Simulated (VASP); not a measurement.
The input files of a VASP run:

### INCAR
```
# general
SYSTEM        = HfB2
PREC          = Accurate
ENCUT         = 400   # plane-wave cut-off (eV)
LREAL         = .FALSE.   # projection in real space or not
LASPH         = .TRUE.   # aspherical one-centre terms

# electronic loop
EDIFF         = 1E-6   # SCF stop (eV)
NELM          = 100   # most electronic steps
ALGO          = Normal
LMAXMIX       = 6

# smearing
ISMEAR        = -1   # Fermi-Dirac
SIGMA         = 0.136   # width (eV)

# functional
GGA           = PE
GGA_COMPAT    = .FALSE.

# spin
MAGMOM        = 18*0.0
LSORBIT       = .TRUE.
LNONCOLLINEAR = .TRUE.

# ions
ISIF          = 2   # forces and stress, cell fixed

# output
LWAVE         = .FALSE.
LCHARG        = .FALSE.
LORBIT        = 11   # lm-projected
```

**POSCAR**
```
HfB2
1
    0.0000000000     3.8554860000     3.9876540000
    2.2385520000     0.0000000000     3.9876540000
    2.2385520000     3.8554860000     0.0000000000
B Hf
4 2
Direct
  0.6635000000   0.3365000000   0.6635000000
  0.3365000000   0.6635000000   0.3365000000
  0.5865000000   0.9135000000   0.5865000000
  0.9135000000   0.5865000000   0.9135000000
  0.0000000000   0.0000000000   0.0000000000
  0.2500000000   0.2500000000   0.2500000000
```

KPOINTS:
```
Automatic
0
Gamma
 6 6 6
```

POTCAR, in this order: B Hf_pv (PBE.64 set). Program: vasp_ncl.

Translate this PBE+SOC calculation to Quantum ESPRESSO's pw.x.

One equivalent input (not run):
```
&CONTROL
  calculation = 'scf'
  pseudo_dir = './pseudo'
  outdir = './out'
  tprnfor = .true.
  tstress = .true.
/
&SYSTEM
  ibrav = 0
  nat = 6
  ntyp = 2
  ecutwfc = 76
  occupations = 'smearing'
  smearing = 'fermi-dirac'
  degauss = 0.009996
  input_dft = 'pbe'
  noncolin = .true.
  lspinorb = .true.
/
&ELECTRONS
  conv_thr = 7.3e-08
  electron_maxstep = 100
/
ATOMIC_SPECIES
  B 10.810 B.upf
  Hf 178.490 Hf.upf
CELL_PARAMETERS angstrom
     0.0000000    3.8554860    3.9876540
     2.2385520    0.0000000    3.9876540
     2.2385520    3.8554860    0.0000000
ATOMIC_POSITIONS crystal
  B    0.6635000  0.3365000  0.6635000
  B    0.3365000  0.6635000  0.3365000
  B    0.5865000  0.9135000  0.5865000
  B    0.9135000  0.5865000  0.9135000
  Hf   0.0000000  0.0000000  0.0000000
  Hf   0.2500000  0.2500000  0.2500000
K_POINTS automatic
  6 6 6 0 0 0
```
The two are equivalent in intent, not identical: the potentials are each code's own (VASP's PAW set, PseudoDojo norm-conserving files, fully relativistic, in pw.x), so ENCUT and ecutwfc are chosen apart and not converted; conv_thr bounds pw.x's estimated SCF error, while EDIFF bounds the energy change between steps.

The structure was generated: HfB2 was put into an ordered model structure, which need not be its known phase. The cell was not relaxed at this level. The k-mesh is coarse (spacing up to 0.30 per Å, 2π included), so the numbers may not be converged in it. The run is one of a series of settings (GGA_COMPAT = .FALSE., LNONCOLLINEAR = .TRUE., LSORBIT = .TRUE., MAGMOM = 0.0 0.0 0.0 0.0 0.0 0.0 0.0 0.0 0.0 0.0 0.0 0.0 0.0 0.0 0.0 0.0 0.0 0.0, program vasp_ncl against the base run), some of them coarse on purpose.
